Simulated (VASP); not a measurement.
# From one sheet to two: 1T-SnSe2 monolayer, part 2 of 5

Aim: relax 1T-SnSe2 monolayer, place its levels against the vacuum, then find how two sheets stack and bind.

VASP 6.6.1, plane waves and PAW; the level of theory is named at each step.

So far. Step 2 (Relaxing the monolayer): The run ended after 6 ionic steps, 0.082 eV below its first step, once forces and stress met EDIFFG = -0.015. Step 3 (A second relaxation): The start already met the threshold, so nothing moved.

## Step 4: Potential and states of the slab

Level of this step: PBE with D3(BJ); plane waves and PAW (Sn, Se) (VASP).

A static run writes the electrostatic potential without exchange and correlation (LVHAR), which is flat in the vacuum and gives the level to count from. The dipole correction cancels the field that unlike faces would set up across the vacuum.

File INCAR:

```
SYSTEM = SnSe2
PREC = Normal
ENCUT = 350
EDIFF = 1E-06
NELM = 120
ISMEAR = 0
SIGMA = 0.03
LREAL = .FALSE.
ALGO = Fast
GGA = PE
IVDW = 12
NBANDS = 14
LORBIT = 11
LWAVE = .FALSE.
LCHARG = .TRUE.
IDIPOL = 3
LDIPOL = .TRUE.
DIPOL = 0.5 0.5 0.5
LVHAR = .TRUE.
LVACPOTAV = .TRUE.
NEDOS = 1500
LELF = .TRUE.
```

File POSCAR:

```
SnSe2
1.0
    3.8213108744      0.0000000000      0.0000000000
   -1.9106554372      3.3093522930      0.0000000000
    0.0000000000      0.0000000000     22.0000000000
Sn Se
1 2
Direct
    0.0000000000      0.0000000000      0.5000000000
    0.3333333333      0.6666666667      0.4271694800
    0.6666666667      0.3333333333      0.5728305200
```

File KPOINTS:

```
Automatic mesh
0
Gamma
9 9 1
0 0 0
```

File KPOINTS_OPT:

```
Line mode
14
Line-mode
Reciprocal
  0.00000000   0.00000000   0.00000000 GAMMA
  0.50000000   0.00000000   0.00000000 M

  0.50000000   0.00000000   0.00000000 M
  0.33333333   0.33333333   0.00000000 K

  0.33333333   0.33333333   0.00000000 K
  0.00000000   0.00000000   0.00000000 GAMMA
```

PAW data sets: Sn and Se (PBE family, release 64).

The run is started by

```bash
mpirun -np 4 vasp_std
```

Output:

```text
[banner, memory and clock lines left out]
running    4 mpi-ranks, on    1 nodes
 distrk:  each k-point on    4 cores,    1 groups
 distr:  one band on    1 cores,    4 groups

 POSCAR found type information on POSCAR SnSe
 POSCAR found :  2 types and       3 ions
 LDA part: xc-table for (Slater+PW92), standard interpolation
|                                                                             |
|           W    W    AA    RRRRR   N    N  II  N    N   GGGG   !!!           |
|           W    W   A  A   R    R  NN   N  II  NN   N  G    G  !!!           |
|           W    W  A    A  R    R  N N  N  II  N N  N  G       !!!           |
|           W WW W  AAAAAA  RRRRR   N  N N  II  N  N N  G  GGG   !            |
|           WW  WW  A    A  R   R   N   NN  II  N   NN  G    G                |
|           W    W  A    A  R    R  N    N  II  N    N   GGGG   !!!           |
|                                                                             |
|     The number of bands has been changed from the values supplied in        |
|     The orbitals not found in the WAVECAR file will be initialized with     |
|     random numbers, which is usually adequate. For correlated               |
|     calculations, however, you should redo the groundstate calculation.     |
|     I found NBANDS = 14. Now, NBANDS = 16.                                  |
|                                                                             |

 POSCAR, INCAR and KPOINTS ok, starting setup
 FFT: planning ... GRIDC
 FFT: planning ... GRID_SOFT
 FFT: planning ... GRID
 WAVECAR not read
 entering main loop
       N       E                     dE             d eps       ncg     rms          rms(c)
DAV:   1     0.947921888940E+02    0.94792E+02   -0.37842E+03   384   0.505E+02
DAV:   2    -0.118079212972E+01   -0.95973E+02   -0.86762E+02   632   0.114E+02
DAV:   3    -0.119626459497E+02   -0.10782E+02   -0.10614E+02   480   0.460E+01
DAV:   4    -0.121917011780E+02   -0.22906E+00   -0.22858E+00   488   0.806E+00
DAV:   5    -0.121950456896E+02   -0.33445E-02   -0.33444E-02   472   0.968E-01    0.489E+00
RMM:   6    -0.119290395829E+02    0.26601E+00   -0.26897E-01   459   0.202E+00    0.299E+00
RMM:   7    -0.118884871185E+02    0.40552E-01   -0.20180E-01   460   0.189E+00    0.666E-01
RMM:   8    -0.118801261152E+02    0.83610E-02   -0.18691E-02   463   0.697E-01    0.134E-01
RMM:   9    -0.118800998315E+02    0.26284E-04   -0.16716E-03   499   0.270E-01    0.636E-02
RMM:  10    -0.118801375646E+02   -0.37733E-04   -0.27664E-04   506   0.106E-01    0.233E-02
RMM:  11    -0.118801558049E+02   -0.18240E-04   -0.10654E-04   483   0.593E-02    0.112E-02
RMM:  12    -0.118801948892E+02   -0.39084E-04   -0.41397E-05   502   0.317E-02    0.812E-03
RMM:  13    -0.118802735625E+02   -0.78673E-04   -0.23566E-05   495   0.201E-02    0.127E-02
RMM:  14    -0.118803188506E+02   -0.45288E-04   -0.81416E-06   471   0.108E-02    0.405E-03
RMM:  15    -0.118803414728E+02   -0.22622E-04   -0.37035E-06   459   0.653E-03    0.241E-03
RMM:  16    -0.118803611227E+02   -0.19650E-04   -0.16221E-06   432   0.510E-03    0.302E-03
RMM:  17    -0.118803629044E+02   -0.17817E-05   -0.25305E-07   384   0.204E-03    0.140E-03
RMM:  18    -0.118803671811E+02   -0.42767E-05   -0.26254E-07   386   0.174E-03    0.416E-04
RMM:  19    -0.118803673446E+02   -0.16353E-06   -0.27729E-08   275   0.915E-04
|                                                                             |
|           W    W    AA    RRRRR   N    N  II  N    N   GGGG   !!!           |
|           W    W   A  A   R    R  NN   N  II  NN   N  G    G  !!!           |
|           W    W  A    A  R    R  N N  N  II  N N  N  G       !!!           |
|           W WW W  AAAAAA  RRRRR   N  N N  II  N  N N  G  GGG   !            |
|           WW  WW  A    A  R   R   N   NN  II  N   NN  G    G                |
|           W    W  A    A  R    R  N    N  II  N    N   GGGG   !!!           |
|                                                                             |
|     Did not find any points to average over, which means that no vacuum     |
|     field-free region was found. Please increase the size of  your cell     |
|     in the dimension of the dipole correction to obtain accurate            |
|     workfunction values.                                                    |
|                                                                             |

   1 F= -.12639343E+02 E0= -.12639343E+02  d E =-.457726E-11
 Start KPOINTS_OPT (optional k-point list driver)
k-point batch [1-12\42]
       N       E                     dE             ncg
DAV:   1    -0.382007194333E+03   -0.21356E+04      384
DAV:   2    -0.143006688227E+04   -0.10481E+04      656
DAV:   3    -0.155245070001E+04   -0.12238E+03      536
DAV:   4    -0.155466094252E+04   -0.22102E+01      424
DAV:   5    -0.155469599050E+04   -0.35048E-01      488
DAV:   6    -0.155469697104E+04   -0.98054E-03      440
DAV:   7    -0.155469700747E+04   -0.36439E-04      528
DAV:   8    -0.155469700904E+04   -0.15684E-05      344
DAV:   9    -0.155469700915E+04   -0.10741E-06      248
[...]
k-point batch [37-42\42]
       N       E                     dE             ncg
DAV:   1     0.163579566624E+04   -0.43897E+03      192
DAV:   2     0.115775990469E+04   -0.47804E+03      304
DAV:   3     0.109677601642E+04   -0.60984E+02      272
DAV:   4     0.109568072231E+04   -0.10953E+01      192
DAV:   5     0.109566084504E+04   -0.19877E-01      256
DAV:   6     0.109566022485E+04   -0.62019E-03      240
DAV:   7     0.109566020068E+04   -0.24171E-04      264
DAV:   8     0.109566019957E+04   -0.11013E-05      240
DAV:   9     0.109566019953E+04   -0.45532E-07      120
```

It took 9.8 s on 4 MPI ranks of Intel Xeon 6975P-C (Granite Rapids), shared host; peak memory 0.59 GiB.

Parts of OUTCAR (step 4):

```text
The static configuration has the point symmetry D_3d.

 Found     12 irreducible k-points:

   k-points           NKPTS =     12   k-points in BZ     NKDIM =     12   number of bands    NBANDS=     16

   NELECT =      16.0000    total number of electrons

 E-fermi :  -3.2971

 k-point     1 :       0.0000    0.0000    0.0000
  band No.  band energies     occupation
    ...
      4      -4.6275      2.00000
      5      -3.8883      2.00000
      6      -3.8883      2.00000
      7      -3.5043      2.00000
      8      -3.5042      2.00000
      9      -1.8332      0.00000
     10      -0.3073      0.00000
     11       1.1953      0.00000
     12       1.1953      0.00000
     13       2.1103      0.00000
    ...

 k-point     2 :       0.1111    0.0000    0.0000
  band No.  band energies     occupation
    ...
      4      -4.8827      2.00000
      5      -4.5696      2.00000
      6      -4.2565      2.00000
      7      -4.1114      2.00000
      8      -3.4293      2.00000
      9      -1.2888      0.00000
     10       0.3054      0.00000
     11       1.0582      0.00000
     12       1.4692      0.00000
     13       2.2852      0.00000
    ...

 Edisp (eV)   -0.75898

  Total      -0.02678    -0.02678    -0.05466     0.00000     0.00000     0.00000
  in kB      -0.15420    -0.15420    -0.31478     0.00000     0.00000     0.00000
  external pressure =       -0.21 kB  Pullay stress =        0.00 kB

 POSITION                                       TOTAL-FORCE (eV/Angst)
 -----------------------------------------------------------------------------------
      0.00000      0.00000     11.00000         0.000000      0.000000      0.000000
     -0.00000      2.20623      9.39773         0.000000     -0.000000      0.011802
      1.91066      1.10312     12.60227        -0.000000      0.000000     -0.011802
 -----------------------------------------------------------------------------------
    total drift:                               -0.000000     -0.000000      0.000000

  FREE ENERGIE OF THE ION-ELECTRON SYSTEM (eV)
  ---------------------------------------------------
  free  energy   TOTEN  =       -12.6393427486 eV

  energy  without entropy=      -12.6393427486  energy(sigma->0) =      -12.63934275

 vacuum level on the upper side and lower side of the slab         2.530         2.530

[... 9 parts as in an earlier step ...]

[... 5 further parts left out ...]
```

This step gave:

```yaml
electronic_cycles: 19
fermi_energy: -3.297 eV
least_gap_on_mesh_and_path: 0.7593 eV
least_direct_gap_on_mesh_and_path: 1.117 eV
vacuum_levels: 2.53, 2.53 eV
ionisation_potentials_of_the_upper_and_lower_face: 5.959, 5.959 eV
electron_affinities_of_the_upper_and_lower_face: 5.199, 5.199 eV
```

The electronic bands at the labelled points (eV, zero at the valence-band top; v1 is the highest filled band, c1 the lowest empty one):

```
          point     v4     v3     v2     v1    c1    c2    c3    c4
              Γ  -0.46  -0.46  -0.08  -0.08  1.60  3.12  4.62  4.62
0.46 of the way  -1.79  -1.46  -0.92  -0.09  1.96  4.03  5.40  5.44
              M  -2.35  -2.20  -0.78  -0.36  0.76  4.07  5.31  5.58
0.46 of the way  -2.99  -2.54  -0.87  -0.74  1.46  4.97  5.25  5.61
              K  -3.66  -3.29  -0.90  -0.90  1.77  5.19  5.19  6.57
0.54 of the way  -2.69  -1.37  -0.84  -0.54  2.22  4.65  4.90  5.54
              Γ  -0.46  -0.46  -0.08  -0.08  1.60  3.12  4.62  4.62
```

Of the projections kept (Sn, Se), the largest for each band there; the rest of the weight can lie on other orbitals:

```
point       v4       v3       v2       v1       c1       c2       c3       c4
    Γ  Se 0.75  Se 0.75  Se 0.88  Se 0.88  Se 0.57  Sn 0.68  Sn 0.77  Sn 0.77
    M  Se 0.67  Se 0.60  Se 0.88  Se 0.89  Se 0.52  Sn 0.54  Sn 0.59  Sn 0.60
    K  Se 0.59  Se 0.56  Se 0.90  Se 0.90  Se 0.60  Sn 0.51  Sn 0.51  Sn 0.64
    Γ  Se 0.75  Se 0.75  Se 0.88  Se 0.88  Se 0.57  Sn 0.68  Sn 0.77  Sn 0.77
```

Zero at the Fermi level. Planar average of the electrostatic potential against height:

height (Å), planar average of the electrostatic potential (eV) and a bar from the least value:
```
        0       5.83 ##############################
        1       5.83 ##############################
        2       5.83 ##############################
        3       5.83 ##############################
        4       5.83 ##############################
        5       5.83 ##############################
        6       5.82 ##############################
        7       5.79 ##############################
        8       5.17 #############################
        9      -4.13 ########
       10      -5.36 ######
       11      -7.90 
       12      -5.36 ######
       13      -4.13 ########
       14       5.17 #############################
       15       5.79 ##############################
       16       5.82 ##############################
       17       5.83 ##############################
       18       5.83 ##############################
       19       5.83 ##############################
       20       5.83 ##############################
       21       5.83 ##############################
```

Density of states in the PAW spheres, an atom over height of the layer and energy from the Fermi level.

Values in states/eV, 22 rows by 3 columns, each cell a mean:
```
0.00 0.00 0.00
0.18 0.04 0.18
0.55 0.14 0.55
1.35 0.40 1.35
0.87 0.29 0.87
0.42 0.32 0.42
0.20 0.19 0.20
0.63 0.69 0.63
0.51 0.65 0.51
0.18 0.25 0.18
0.34 0.48 0.34
0.26 0.39 0.26
0.20 0.31 0.20
0.07 0.11 0.07
0.00 0.00 0.00
0.00 0.01 0.00
0.16 0.43 0.16
0.15 0.51 0.15
0.09 0.44 0.09
0.21 1.29 0.21
0.01 0.06 0.01
0.00 0.00 0.00
```
Columns: height of the layer (Å) from 9.4 to 12.6; rows upwards: energy from the Fermi level (eV) from -7.9 to 0.5.

ELF in the ca plane at fractional y = 0.000, with atoms of Sn within 0.2 Å of it. It is the smooth field of the valence electrons, not physical close to the nuclei.

Ten even steps from '0' (0.00) to '9' (0.78), each cell a mean:
```
00000000000000000000258999974100000000000000
00000000030000000112368999975321000000000000
00000000000000002356677777777664310000100000
00000000000000024689987534678987631000000000
00000000000000136899987312589999742000000000
00000000000000125799987423589998641000000000
00000000000000013577887656678876420000000000
00000000000000001234568999875432100000001000
00000000000000000001258999974210000000002000
00000000000000000000258999974100000000000000
```
Columns run along c (16.0 Å, from fractional 0.10 to 0.83 of the cell), rows up along a (3.8 Å). Atoms in or near the plane, at fractional coordinates: Sn at (0.50, 0.00).

Valence density in the ca plane at fractional y = 0.000, with atoms of Sn within 0.2 Å of it. It is the smooth field of the valence electrons, not physical close to the nuclei.

Values in e/Å³, 6 rows by 16 columns, each cell a mean:
```
0.00 0.00 0.00 0.00 0.00 0.00 0.02 0.10 0.16 0.12 0.13 0.03 0.00 0.00 0.00 0.00
0.00 0.00 0.00 0.00 0.00 0.01 0.05 0.18 0.22 0.21 0.20 0.07 0.01 0.00 0.00 0.00
0.00 0.00 0.00 0.00 0.00 0.01 0.10 0.30 0.18 0.15 0.30 0.14 0.01 0.00 0.00 0.00
0.00 0.00 0.00 0.00 0.00 0.01 0.09 0.27 0.19 0.17 0.28 0.13 0.01 0.00 0.00 0.00
0.00 0.00 0.00 0.00 0.00 0.00 0.04 0.15 0.22 0.21 0.17 0.05 0.01 0.00 0.00 0.00
0.00 0.00 0.00 0.00 0.00 0.00 0.02 0.09 0.12 0.07 0.13 0.02 0.00 0.00 0.00 0.00
```
Columns run along c (16.0 Å, from fractional 0.10 to 0.83 of the cell), rows up along a (3.8 Å). Atoms in or near the plane, at fractional coordinates: Sn at (0.50, 0.00).

The map of layer states is cut here 0.5 eV above the Fermi level, so it leaves out the states above that.

The vacuum level lies 5.96 eV above the highest filled level at the upper face; both faces agree, as the slab has next to no dipole.

The program found no field-free point at its default tolerance, but its printed level agrees with the flat part of the planar average.

## Step 5: The slab in a field, field -0.1

A field across the slab, with the atoms held, gives the electronic response: the dipole changes linearly with the field, and the energy has a linear term from the slab's own dipole and a quadratic one from its polarisability.

Edit INCAR of step 4 so:

```diff
@@ -14,3 +14,4 @@
 LWAVE = .FALSE.
-LCHARG = .TRUE.
+LCHARG = .FALSE.
+KPAR = 4
 IDIPOL = 3
@@ -18,5 +19,2 @@
 DIPOL = 0.5 0.5 0.5
-LVHAR = .TRUE.
-LVACPOTAV = .TRUE.
-NEDOS = 1500
-LELF = .TRUE.
+EFIELD = -0.1
```

POSCAR is that of step 4.

KPOINTS is that of step 4.

The run is started by

```bash
mpirun -np 4 vasp_std
```

Output:

```text
[... set-up lines as in an earlier step ...]
 entering main loop
       N       E                     dE             d eps       ncg     rms          rms(c)
DAV:   1     0.981629650512E+02    0.98163E+02   -0.39192E+03   336   0.582E+02
DAV:   2    -0.127794289092E+00   -0.98291E+02   -0.92393E+02   590   0.124E+02
DAV:   3    -0.119072332389E+02   -0.11779E+02   -0.11626E+02   408   0.532E+01
DAV:   4    -0.122038724196E+02   -0.29664E+00   -0.29566E+00   438   0.101E+01
DAV:   5    -0.122087616534E+02   -0.48892E-02   -0.48879E-02   440   0.130E+00    0.490E+00
RMM:   6    -0.119316460323E+02    0.27712E+00   -0.29148E-01   371   0.235E+00    0.299E+00
RMM:   7    -0.118910286806E+02    0.40617E-01   -0.21734E-01   383   0.218E+00    0.737E-01
RMM:   8    -0.118829204129E+02    0.81083E-02   -0.17316E-02   424   0.778E-01    0.227E-01
RMM:   9    -0.118820056269E+02    0.91479E-03   -0.37279E-03   426   0.358E-01    0.881E-02
RMM:  10    -0.118819624820E+02    0.43145E-04   -0.52592E-04   429   0.155E-01    0.304E-02
RMM:  11    -0.118819852783E+02   -0.22796E-04   -0.18935E-04   434   0.909E-02    0.184E-02
RMM:  12    -0.118820586515E+02   -0.73373E-04   -0.13412E-04   424   0.538E-02    0.839E-03
RMM:  13    -0.118820661605E+02   -0.75090E-05   -0.15300E-05   433   0.237E-02    0.433E-03
RMM:  14    -0.118821532505E+02   -0.87090E-04   -0.17470E-05   430   0.182E-02    0.689E-03
RMM:  15    -0.118821821804E+02   -0.28930E-04   -0.47950E-06   371   0.919E-03    0.204E-03
RMM:  16    -0.118822073507E+02   -0.25170E-04   -0.31099E-06   360   0.605E-03    0.168E-03
RMM:  17    -0.118822154818E+02   -0.81311E-05   -0.65170E-07   326   0.353E-03    0.786E-04
RMM:  18    -0.118822223442E+02   -0.68624E-05   -0.44067E-07   327   0.249E-03    0.743E-04
RMM:  19    -0.118822231132E+02   -0.76901E-06   -0.74093E-08   219   0.121E-03
   1 F= -.12641199E+02 E0= -.12641199E+02  d E =-.980371E-21
```

It took 4.8 s on 4 MPI ranks; peak memory 0.75 GiB; 17 s of CPU time.

Parts of OUTCAR (step 5):

```text
   NELECT =      16.0000    total number of electrons

 dipolmoment           0.000000      0.000000     -0.037052 electrons x Angstroem

 E-fermi :  -3.2362

 k-point     1 :       0.0000    0.0000    0.0000
  band No.  band energies     occupation
    ...
      4      -4.6282      2.00000
      5      -3.8890      2.00000
      6      -3.8890      2.00000
      7      -3.5047      2.00000
      8      -3.5047      2.00000
      9      -1.8340      0.00000
     10      -0.3079      0.00000
     11       1.1948      0.00000
     12       1.1948      0.00000
     13       1.8731      0.00000
    ...

 Edisp (eV)   -0.75898

  Total      -0.02489    -0.02489    -0.05635     0.00000    -0.00000     0.00000
  in kB      -0.14335    -0.14335    -0.32452     0.00000    -0.00000     0.00000
  external pressure =       -0.20 kB  Pullay stress =        0.00 kB

 POSITION                                       TOTAL-FORCE (eV/Angst)
 -----------------------------------------------------------------------------------
      0.00000      0.00000     11.00000         0.000000      0.000000      0.029945
     -0.00000      2.20623      9.39773         0.000000      0.000000     -0.003573
      1.91066      1.10312     12.60227        -0.000000      0.000000     -0.026372
 -----------------------------------------------------------------------------------
    total drift:                               -0.000000      0.000000      0.000068

  FREE ENERGIE OF THE ION-ELECTRON SYSTEM (eV)
  ---------------------------------------------------
  free  energy   TOTEN  =       -12.6411985172 eV

  energy  without entropy=      -12.6411985172  energy(sigma->0) =      -12.64119852

 vacuum level on the upper side and lower side of the slab         3.176         1.606

[... 8 parts as in an earlier step ...]

[... 9 further parts left out ...]
```

This step gave:

| Quantity | Value |
| --- | --- |
| Fermi energy | -3.236 eV |
| dipole moment | 0, 0, -0.03705 e·Å |

VASP counts the dipole in electrons times Å, so a positive number points the physical dipole along −c. A positive EFIELD is likewise a physical field along −c.

Energy at zero smearing: -12.64120 eV.

(Continued in part 3 of 5.)

[Lines on the potential files, build, host, timing and source positions are cut from VASP's logs without a mark.]

[Logs are printed without paths, hosts, clocks, repeated set-up lines and the standing remarks that a program may print on its own settings, such as how far it seeks lower states.]

[Hosts, paths, dates, database ids (printed as entryN), source tags and the programs' standing remarks are cut or masked in the printed files.]

[Runs that stopped without an error message from VASP are left out.]
